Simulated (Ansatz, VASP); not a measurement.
# Cross-check of CoIBr (1T-CoBrI monolayer) between VASP and Ansatz

One calculation is typed for both programs; each brings its own data sets. How far apart do they land? The structure shown is the start of the Ansatz relaxation below; VASP solves that cell, so the two are compared at the walk's first step.

Main program and level: Ansatz 0.2.0; plane waves, with VASP 6.6.1 beside it; single point at LDA.

## (1) Starting point

The cell holds 3 atoms: 1 I, 1 Co and 1 Br. Its edges and angles: a = 3.680 Å, b = 3.680 Å, c = 36.363 Å, α = 90.0°, β = 90.0°, γ = 120.0°. Vacuum lies along c.

## (2) Ansatz: relaxation, LDA

Ansatz runs on its default PAW (the set named soft_2) files.

The two programs are compared at the cell with which this relaxation starts, whose forces are those of its first step.

Input file input.yaml:

```yaml
crystal:
  lattice:
    - [3.680201, 0.0, 0.0]
    - [-1.8401005, 3.187147557, 0.0]
    - [0.0, 0.0, 36.3626390714]
  atoms:
    - { symbol: I, position: [0.6666666667, 0.3333333333, 0.4633877087] }
    - { symbol: Co, position: [0.0, 0.0, 0.5049295303], spin: 3.0 }
    - { symbol: Br, position: [0.3333333333, 0.6666666667, 0.5366122913] }
  periodic: [true, true, false]
magnetization:
  spin_polarized: true
kpoints:
  mp_grid: { grid: [12, 12, 1] }
hamiltonian:
  xc: lda
scf:
  occupations: { method: fermi_dirac, width: 0.05 }
  convergence: { dr2_threshold: 1.0e-09 }
relax:
  f_tol: 0.004
  max_steps: 90
  cell: {}
output:
  write_potential: true
  write_density: true
  volumetric_format: npy
```

Command:

```
> ansatz run input.yaml --threads 8 --pin off --max-ram 12288MiB --backend cpu --events-out ev --progress --plain --runs-dir out
```

Numbers of over 12 decimals in the logs are rounded to 6 here.

What it wrote:

```text
Warning: relax.cell: scf.convergence.dr2_threshold = 1e-9 eV is looser than the 1.87099573969e-10 eV advised for a relaxation that steers and ends on the stress (1e-10 eV for each atom of the cell: 3, times the square of relax.cell.stress_2d_tol = 0.05 N/m over 12.7 Å (the atoms' height at the walk's start and 5 Å past either face), 3.949e-2 GPa, over a crystal's default 0.05). What an SCF threshold leaves in a stress goes as its square root, and in the free energy as the threshold itself, and one threshold admits the most on a small cell: [figures from the program's tests cut] Set scf.convergence.dr2_threshold to 1.87099573969e-10 eV or tighter. [rest of the remark cut]
Engine: ansatz 0.2.0, x86_64-unknown-linux-gnu
Pseudopotentials: kind: paw
Pseudopotential: I, paw, valence charge 17, recommended cutoff 420 eV (normal), I.paw.azcp
Pseudopotential: Co, paw, valence charge 17, recommended cutoff 420 eV (normal), Co.paw.azcp
Pseudopotential: Br, paw, valence charge 7, recommended cutoff 420 eV (normal), Br.paw.azcp
Functional definition: SPW92
  exchange = slater_x
  correlation = pw_c
Crystal: 3 atoms, lattice volume = 426.510 Å³
Basis set: ecut = 420 eV, 8305 PW (Γ)
Bands: 27, of which v1, the nominal top of the filled ones, is band 21 counted from 1 (20 counted from 0)
Symmetry: 6 space group operations
Space group: P3m1 (ITA 156), of the structure as read, at distance tolerance 7.5e-5 Å
Magnetic group: BNS 156.49 (UNI 1279), of the structure as read, at distance tolerance 7.5e-5 Å
k-points: 19 of 144 (time reversal used)
Non-local potential: I, projectors of the file, l = 0: 2, l = 1: 2, l = 2: 2, l = 3: 2
Non-local potential: Co, projectors of the file, l = 0: 3, l = 1: 2, l = 2: 3, l = 3: 1
Non-local potential: Br, projectors of the file, l = 0: 2, l = 1: 2, l = 2: 2
PAW form: soft (Blöchl's): semilocal exchange-correlation on the pseudo side does not see the compensation charge
PAW frozen core: I, regenerated for the run's functional, and the local potential with it (the file was generated under x = pbe(κ = 0.804, μ = 0.219515), c = pbe(β = 0.066725))
PAW frozen core: Co, regenerated for the run's functional, and the local potential with it (the file was generated under x = pbe(κ = 0.804, μ = 0.219515), c = pbe(β = 0.066725))
PAW frozen core: Br, regenerated for the run's functional, and the local potential with it (the file was generated under x = pbe(κ = 0.804, μ = 0.219515), c = pbe(β = 0.066725))
PAW one-centre angular grid: I, 590 points (default); XC on 64 Gauss nodes
PAW one-centre angular grid: Co, 590 points (default); XC on 64 Gauss nodes
PAW one-centre angular grid: Br, 110 points (default); XC on 64 Gauss nodes
Initial density: superposition of atomic densities (neutral atoms: chi_scale 0, normalization atom)
Starting moments: Σ|m| = 3 μB on 1 of 3 sites
Initial wavefunctions: pseudopotential atomic-orbital guess
Functional: x = slater, c = lda
iter 1 solved again at ethr=1.02e-3 eV; its pass at ethr=3.10e-3 eV (dr2=4.20e-1 eV) is discarded
SCF iter   1: F=—  HF=-15111.002715 eV  |F-HF|=—  |Δ(HF+E_count)|=         —  Δρ=1.04e-2 (↑5.66e-3 ↓1.04e-2)  dr2=4.29e-1  dr2_m=1.78e-1  M=2.955 μB ∫|m|=2.964 μB  β_m=0.30  ethr=1.02e-3  ⟨swp⟩=1.7  Hψ=11119  notcnv=0
Mixer restart at iter 1: flushing history
preconditioner: auto → LDOS  [metal: Δε(μ)=0.041 eV  Ē_g=10.123 eV  σ=0.050 eV  W_gap=0.20  n_scr=20 (ndim 8)  ℏωp=8.6 eV  f_vac=0.813  D(μ)=5.59/eV (n_scr^D=16)]
spin=Collinear: LDOS preconditioning applied to the charge; magnetization (m = ρ↑ − ρ↓) channel mixes plain (no charge-response kernel on spin).
SCF iter   2: F=—  HF=-15111.551068 eV  |F-HF|=—  |Δ(HF+E_count)|=   5.48e-1  Δρ=7.25e-3 (↑6.30e-3 ↓7.25e-3)  dr2=1.07e-1  dr2_m=1.35e-1  M=2.909 μB ∫|m|=2.920 μB  β_m=0.53  ethr=1.02e-3  ⟨swp⟩=5.7  Hψ=2386  notcnv=0  defer=15
SCF iter   3: F=—  HF=-15112.643400 eV  |F-HF|=—  |Δ(HF+E_count)|=         —  Δρ=3.53e-2 (↑3.41e-2 ↓3.53e-2)  dr2=2.70e-1  dr2_m=4.60e0  M=1.106 μB ∫|m|=1.224 μB  β_m=0.53  ethr=2.60e-4  ⟨swp⟩=5.3  Hψ=2954  notcnv=0  defer=54
SCF iter   4: F=—  HF=-15112.677510 eV  |F-HF|=—  |Δ(HF+E_count)|=   3.41e-2  Δρ=1.93e-2 (↑1.93e-2 ↓1.65e-2)  dr2=5.20e-2  dr2_m=1.24e0  M=1.014 μB ∫|m|=1.116 μB  β_m=0.76  ethr=2.60e-4  ⟨swp⟩=5.4  Hψ=2665  notcnv=0  defer=49
[...]
iter 1 solved again at ethr=1.08e-6 eV; its pass at ethr=3.10e-3 eV (dr2=4.41e-4 eV) is discarded
SCF iter   1: F=—  HF=-15112.676431 eV  |F-HF|=—  |Δ(HF+E_count)|=         —  Δρ=2.75e-5 (↑2.50e-5 ↓2.75e-5)  dr2=4.83e-6  dr2_m=1.88e-8  M=0.999 μB ∫|m|=1.037 μB  β_m=0.65  ethr=1.08e-6  ⟨swp⟩=5.3  Hψ=13548  notcnv=0
preconditioner: auto → LDOS  [metal: Δε(μ)=0.071 eV  Ē_g=9.594 eV  σ=0.050 eV  W_gap=0.32  n_scr=18 (ndim 8)  ℏωp=8.7 eV  f_vac=0.814  D(μ)=2.64/eV (n_scr^D=12)]
spin=Collinear: LDOS preconditioning applied to the charge; magnetization (m = ρ↑ − ρ↓) channel mixes plain (no charge-response kernel on spin).
SCF iter   2: F=—  HF=-15112.676387 eV  |F-HF|=—  |Δ(HF+E_count)|=   4.37e-5  Δρ=2.64e-5 (↑2.64e-5 ↓2.27e-5)  dr2=6.03e-6  dr2_m=1.57e-8  M=0.999 μB ∫|m|=1.037 μB  β_m=0.56  ethr=1.18e-8  ⟨swp⟩=3.2  Hψ=2293  notcnv=0
SCF iter   3: F=—  HF=-15112.676385 eV  |F-HF|=—  |Δ(HF+E_count)|=   2.24e-6  Δρ=8.16e-6 (↑8.16e-6 ↓6.77e-6)  dr2=9.01e-7  dr2_m=2.54e-9  M=0.999 μB ∫|m|=1.037 μB  β_m=0.69  ethr=1.18e-8  ⟨swp⟩=2.5  Hψ=1347  notcnv=0
SCF iter   4: F=—  HF=-15112.676389 eV  |F-HF|=—  |Δ(HF+E_count)|=   3.66e-6  Δρ=2.82e-6 (↑2.82e-6 ↓2.72e-6)  dr2=9.58e-8  dr2_m=1.32e-10  M=0.999 μB ∫|m|=1.037 μB  β_m=0.62  ethr=2.20e-9  ⟨swp⟩=3.0  Hψ=2114  notcnv=0
SCF iter   5: F=—  HF=-15112.676389 eV  |F-HF|=—  |Δ(HF+E_count)|=   8.35e-7  Δρ=2.06e-6 (↑2.06e-6 ↓1.56e-6)  dr2=2.21e-8  dr2_m=3.12e-10  M=0.999 μB ∫|m|=1.037 μB  β_m=0.48  ethr=2.34e-10  ⟨swp⟩=3.8  Hψ=2210  notcnv=0
SCF iter   6: F=—  HF=-15112.676390 eV  |F-HF|=—  |Δ(HF+E_count)|=   1.77e-7  Δρ=7.36e-7 (↑7.36e-7 ↓3.67e-7)  dr2=2.14e-9  dr2_m=2.15e-10  M=0.999 μB ∫|m|=1.037 μB  β_m=0.36  ethr=5.40e-11  ⟨swp⟩=2.9  Hψ=1633  notcnv=0
SCF iter   7: F=—  HF=-15112.676390 eV  |F-HF|=—  |Δ(HF+E_count)|=   8.34e-9  Δρ=2.90e-7 (↑2.90e-7 ↓1.76e-7)  dr2=3.63e-10  dr2_m=1.33e-10  M=0.999 μB ∫|m|=1.037 μB  β_m=0.59  ethr=5.22e-12  ⟨swp⟩=3.2  Hψ=2112  notcnv=0
SCF iter   8: F=—  HF=-15112.676390 eV  |F-HF|=—  |Δ(HF+E_count)|=   3.06e-8  Δρ=1.03e-7 (↑8.15e-8 ↓1.03e-7)  dr2=1.93e-10  dr2_m=7.23e-12  M=0.999 μB ∫|m|=1.037 μB  β_m=0.54  ethr=1.00e-12  ⟨swp⟩=2.9  Hψ=2017  notcnv=0
SCF iter   9: F=-15112.676390 eV  HF=-15112.676390 eV  |F-HF|=1.42e-10  |Δ(HF+E_count)|=  7.35e-10  Δρ=8.57e-8 (↑6.22e-8 ↓8.57e-8)  dr2=1.18e-10  dr2_m=7.00e-13  M=0.999 μB ∫|m|=1.037 μB  ethr=1.00e-12  ⟨swp⟩=12.1  Hψ=7416  notcnv=0
SCF 6 converged in 9 iterations: F = -15112.676390 eV  dr2 = 1.18e-10
relax step   6: F+E_penalty+E_count = -15112.67638959 eV  Δ(F+E_penalty+E_count) = +7.363e-4 eV  max|allowed force component| = 9.734e-4 eV/Å  Δτ_max = 0.0000 Å  P = -0.020 N/m  Ω = 414.473 Å³  fix = [c, alpha, beta]  reactions: c -0.000 N/m  stress off target by 1.95e-2 N/m on what of the cell is left free  SCF on the basis re-selected at this cell (its energy is not comparable with the rows above)  (9 SCF iters)
basis re-selected at this cell: Δ(F+E_penalty+E_count) = +7.363e-4 eV, ΔP = -0.005 N/m vs the last step (what re-selecting the basis moved, of the pressure what is left beyond the Pulay correction that the steps carried, after the strain that the cell walked since its last selection, with what the two solves' SCF thresholds leave and, on support functions, any second-order correction that the steps lacked; it is no m [...]
WARN: The output density's exchange-correlation potential varies sharply where the density is thin. Do not read a vacuum level from v_tot or v_xc, or from such a field of the output density. On a cell that repeats whose density bears no net charge and no dipole along the vacuum's axis use v_es (v_loc + v_h of the components); under efield.dipole_correction with no amplitude use v_es + v_field, which holds any externa [...]
SCF converged after 9 iterations
Magnetization: 0.9988 μB (20.9994 up, 20.0006 down)
Absolute magnetization: 1.0365 μB (∫|ρ↑−ρ↓|, with the PAW one-centre terms)
Spin contamination: 0.0169 ħ² per cell (⟨S²⟩ above its minimum at these occupations)
Per-site moments (μB) at R_I (Å): [(0.030954, 1.042457), (0.818204, 1.015403), (0.051190, 1.015403)]
Free energy (F): -15112.676390 eV
Harris-Foulkes:  -15112.676390 eV  (|F-HF|=1.42e-10)
Internal energy: -15112.655122 eV  (E = F + TS)
E sigma→0 (E₀):  -15112.665756 eV
Entropy (-TS):   -0.021268 eV (-7.089 meV/atom)
Fermi energy:    -4.730214 eV
--- Per-component energies (eV) ---
  E_band       = -1308.737322
  E_kinetic    = 779.176076
  E_local      = -110080.255180  (includes V_loc(G=0)·N_el)
  E_nonlocal   = 454.546733
  E_hartree    = 54451.905991
  E_xc         = -545.531798
  E_vxc        = -437.402836  (∫ρ·V_xc dr)
  E_paw        = -8277.895315  (= ΣΔE_a)
  E_vpaw       = -928.613223  (= ΣTr[D̂ρ^β])
  E_aug_tail   = 0.000120  (compensation charges beyond the density's cutoff)
  E_ewald      = 48103.992275
  E_core_change = 1.405977  (= ΣΔE_core)
  E_smearing   = -0.021268  (= −TS)
  E_closure    = 0.000000  (closes the sum)
  Σ components = -15112.676390   (vs F -15112.676390, Δ=0.00e0)
--- Forces (eV/Å), atoms counted from 1 ---
  atom   1  I      0.00000000     0.00000000     0.00066909
  atom   2  Co    -0.00000000    -0.00000000    -0.00098397
  atom   3  Br     0.00000000     0.00000000    -0.00059815
  max |Σ_I F_I| component: 9.13e-4 eV/Å
--- 2D stress c σ (N/m, compression-positive) ---
       -0.019542      -0.000000      -0.000000
        0.000000      -0.019542      -0.000000
       -0.000000      -0.000000      -0.000000
  P = ½ c Tr σ = -0.0195 N/m
--- Band table (eV; the first three rows and the last of 38) ---
  k-point 0 ↑: bands = [... 17 lower, -6.4249, -6.4249, -6.0102, -4.0672, -4.0672, -1.5464, -0.5962, -0.2613, ... 2 higher]
  k-point 1 ↑: bands = [... 17 lower, -6.3648, -6.1412, -5.8541, -4.4190, -4.1537, -1.3194, -0.4053, -0.0261, ... 2 higher]
  k-point 2 ↑: bands = [... 17 lower, -6.3945, -5.9243, -5.7374, -4.9902, -4.3256, -0.8623, -0.0923, 0.2620, ... 2 higher]
  k-point 18 ↓: bands = [... 17 lower, -5.7115, -5.3917, -5.2940, -4.4456, -3.9984, -0.1735, 1.0607, 2.1739, ... 2 higher]
  the weakly bound empty levels are not read free of the cell's end (no_gap_told)
--- Relaxed structure (5 steps of the walk, 5 accepted, 1 SCFs on fresh bases) ---
  F+E_penalty+E_count = -15112.67638959 eV   max|allowed force component| = 9.734e-4 eV/Å   (the final SCF, on the basis selected at the relaxed cell)
  cell:  # Å, volume = 414.4733 Å³
    - [3.627899, -1.9355462573834765e-18, 0]
    - [-1.813950, 3.141853, 0]
    - [0, 0, 36.3626390714]
  atoms:
    - { symbol: I, position: [0.666667, 0.333333, 0.463865] }
    - { symbol: Co, position: [-2.389644058864904e-18, 0, 0.502751] }
    - { symbol: Br, position: [0.333333, 0.666667, 0.538313] }
```

In the SCF lines HF is the Harris–Foulkes energy and dr2 the Hartree energy of the density residual, in eV; the loop may stop once dr2 is under the threshold and the program's other checks hold. Hψ counts applications of the Hamiltonian.

(Continued in part 2 of 2.)

[Lines on the potential files, build, host, timing and source positions are cut from VASP's logs without a mark.]

[Logs are printed without paths, hosts, clocks, repeated set-up lines and the standing remarks that a program may print on its own settings, such as how far it seeks lower states.]

[Hosts, paths, dates, database ids (printed as entryN), source tags and the programs' standing remarks are cut or masked in the printed files.]
